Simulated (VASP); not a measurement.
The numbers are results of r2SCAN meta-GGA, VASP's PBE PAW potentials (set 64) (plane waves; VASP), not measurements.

A VASP calculation is set up with these files.

File KPOINTS_OPT:
```
k-points along high-symmetry lines
8
Line-mode
Reciprocal
  0.000000   0.000000   0.000000 ! GAMMA
  0.000000   0.000000   0.500000 ! A

  0.000000   0.000000   0.500000 ! A
 -0.463047   0.463047   0.500000 ! I_2

 -0.536953  -0.463047   0.500000 ! I
 -0.500000  -0.500000   0.500000 ! M_2

 -0.500000  -0.500000   0.500000 ! M_2
  0.000000   0.000000   0.000000 ! GAMMA

  0.000000   0.000000   0.000000 ! GAMMA
 -0.500000   0.500000   0.000000 ! Y

 -0.500000   0.000000   0.500000 ! L_2
  0.000000   0.000000   0.000000 ! GAMMA

  0.000000   0.000000   0.000000 ! GAMMA
 -0.500000   0.000000   0.000000 ! V_2
```

File KPOINTS:
```
Regular mesh
0
gamma
9 9 5
```

**POSCAR**
```
YSi2
1.0
  2.8144162893  -2.8165088809   0.0026553954
  2.8144162893   2.8165088809   0.0026553954
 -2.7035497730   0.0000000000   7.2544214850
Y Si
2 4
direct
  0.6240646182   0.3759353818   0.7500000000
  0.3759353818   0.6240646182   0.2500000000
  0.0423311013   0.7908196911   0.5853256781
  0.9576688987   0.2091803089   0.4146743219
  0.2091803089   0.9576688987   0.9146743219
  0.7908196911   0.0423311013   0.0853256781
```

INCAR:
```
! general
SYSTEM  = YSi2
PREC    = Accurate
ENCUT   = 400   ! plane-wave cut-off (eV)
LREAL   = .FALSE.
LASPH   = .TRUE.

! electronic loop
EDIFF   = 1E-7   ! SCF stop (eV)
NELM    = 100
ALGO    = Normal   ! blocked Davidson
LMAXMIX = 4   ! l cut-off of mixed one-centre charges
LMIXTAU = .TRUE.

! smearing
ISMEAR  = -5   ! tetrahedra, Bloechl

! functional
METAGGA = R2SCAN

! ions
ISIF    = 2   ! forces and stress, cell fixed

! output
LWAVE   = .FALSE.
LCHARG  = .FALSE.
LORBIT  = 11
NEDOS   = 601   ! DOS grid

! other
LEFG    = .TRUE.
```

POTCAR, in this order: Y_sv Si (PBE.64 set). Program: vasp_std.

For a metal the tetrahedron method with Blöchl corrections gives inexact stress and forces.

### Question
Predict the energy per atom (σ→0), largest force, band gap (over mesh and band path).

### Answer

- energy per atom (σ→0): -13.182 eV/atom
- band gap (over mesh and band path): none (metal, semimetal or under 0.01 eV)
- largest force: 0.073 eV/Å

OSZICAR:
```
...
DAV:  23    -0.790937235060E+02   -0.58309E-05   -0.91461E-06  6550   0.231E-02    0.159E-02
DAV:  24    -0.790937265306E+02   -0.30246E-05   -0.58506E-06  6585   0.220E-02    0.231E-03
DAV:  25    -0.790937269021E+02   -0.37141E-06   -0.11048E-06  8351   0.647E-03    0.263E-03
DAV:  26    -0.790937267807E+02    0.12139E-06   -0.14323E-07  4444   0.317E-03    0.715E-04
DAV:  27    -0.790937269773E+02   -0.19660E-06   -0.10327E-07  3765   0.246E-03    0.924E-04
DAV:  28    -0.790937269021E+02    0.75125E-07   -0.13454E-08  3555   0.101E-03
   1 F= -.79093727E+02 E0= -.79093727E+02  d E =0.000000E+00
       N       E                     dE             ncg
```

The structure comes from a computed database's YSi2 entry (C2/c); how it stands against other phases isn't given here. It was relaxed first.
